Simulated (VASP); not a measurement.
Input for VASP

INCAR:
```
NELM = 100   # most electronic steps
LWAVE = F
ISIF = 2   # forces and stress, cell fixed
ISMEAR = 0   # Gaussian
LCHARG = F
LASPH = T   # aspherical one-centre terms
AGGAC = 0.0
ZAB_VDW = -1.8867
LREAL = F
SYSTEM = MgS
EDIFF = 1E-7
LUSE_VDW = T
SIGMA = 0.05   # width (eV)
ALGO = Normal
PREC = Accurate
GGA = ML
ENCUT = 520
```

File POSCAR:
```
MgS
1
    0.0000000000     2.6179531784     2.6179531784
    2.6179531784     0.0000000000     2.6179531784
    2.6179531784     2.6179531784     0.0000000000
Mg S
1 1
Direct
  0.0000000000   0.0000000000   0.0000000000
  0.5000000000   0.5000000000   0.5000000000
```

### KPOINTS
```
Automatic mesh
0
Gamma
9 9 9
0 0 0
```

POTCAR, in this order: Mg S (PBE.64 set). Program: vasp_std.

Task: Write an equivalent input for Quantum ESPRESSO's pw.x.

Result: One equivalent input (not run):
```
&CONTROL
  calculation = 'scf'
  pseudo_dir = './pseudo'
  outdir = './out'
  tprnfor = .true.
  tstress = .true.
/
&SYSTEM
  ibrav = 0
  nat = 2
  ntyp = 2
  ecutwfc = 84
  occupations = 'smearing'
  smearing = 'gaussian'
  degauss = 0.003675
  input_dft = 'vdw-df2'
/
&ELECTRONS
  conv_thr = 7.3e-09
  electron_maxstep = 100
/
ATOMIC_SPECIES
  Mg 24.305 Mg.upf
  S 32.060 S.upf
CELL_PARAMETERS angstrom
     0.0000000    2.6179532    2.6179532
     2.6179532    0.0000000    2.6179532
     2.6179532    2.6179532    0.0000000
ATOMIC_POSITIONS crystal
  Mg   0.0000000  0.0000000  0.0000000
  S    0.5000000  0.5000000  0.5000000
K_POINTS automatic
  9 9 9 0 0 0
```
The two are equivalent in intent, not identical: the potentials are each code's own (VASP's PAW set, PseudoDojo norm-conserving files in pw.x), so ENCUT and ecutwfc are chosen apart and not converted; conv_thr bounds pw.x's estimated SCF error, while EDIFF bounds the energy change between steps.

The compound is MgS in the rock salt structure. This cell is one point of a volume scan, at 0.97 of the reference volume.
